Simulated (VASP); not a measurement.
OSZICAR of a VASP run on CuI (zinc blende):

OSZICAR:
```
       N       E                     dE             d eps       ncg     rms          rms(c)
DAV:   1     0.677229402867E+02    0.67723E+02   -0.70587E+03   520   0.123E+03
DAV:   2    -0.322298795146E+02   -0.99953E+02   -0.93120E+02   525   0.253E+02
DAV:   3    -0.388838707172E+02   -0.66540E+01   -0.65653E+01   703   0.781E+01
DAV:   4    -0.390845767614E+02   -0.20071E+00   -0.20061E+00   642   0.124E+01
DAV:   5    -0.390897604954E+02   -0.51837E-02   -0.51836E-02   738   0.201E+00    0.583E+00
DAV:   6    -0.360946932222E+02    0.29951E+01   -0.85772E+00   520   0.804E+01    0.481E+00
DAV:   7    -0.357934273150E+02    0.30127E+00   -0.15033E+00   580   0.465E+01    0.240E+00
DAV:   8    -0.358051393560E+02   -0.11712E-01   -0.59740E-01   586   0.220E+01    0.140E+00
DAV:   9    -0.357226341339E+02    0.82505E-01   -0.20517E-01   645   0.121E+01    0.215E-01
DAV:  10    -0.357897001797E+02   -0.67066E-01   -0.27529E-02   520   0.174E+00    0.107E-01
DAV:  11    -0.357898335556E+02   -0.13338E-03   -0.55232E-04   674   0.251E-01    0.650E-02
DAV:  12    -0.357891045395E+02    0.72902E-03   -0.14785E-03   605   0.118E+00    0.915E-02
DAV:  13    -0.357899232590E+02   -0.81872E-03   -0.13516E-03   610   0.109E+00    0.146E-02
DAV:  14    -0.357899137913E+02    0.94677E-05   -0.39766E-05   540   0.821E-02    0.100E-02
DAV:  15    -0.357899366754E+02   -0.22884E-04   -0.18777E-05   632   0.947E-02    0.394E-03
DAV:  16    -0.357899360186E+02    0.65681E-06   -0.11556E-06   485   0.105E-02
   1 F= -.35789936E+02 E0= -.35789936E+02  d E =-.660163E-12
```

Which electronic solver shows in the log?

It is blocked Davidson (ALGO = Normal, or the opening steps of other solvers). The INCAR had ALGO = Normal.

Can the final energy be trusted as converged?

Self-consistency was reached. It stopped with EDIFF = 1E-6, NELM = 100 (r2SCAN meta-GGA, plane waves, VASP's PBE PAW potentials (set 64)).

The compound is CuI in the zinc blende structure. The cell was not relaxed at this level. The run is one of a series of settings (GGA removed, LMIXTAU = .TRUE., METAGGA = R2SCAN against the base run), some of them coarse on purpose.
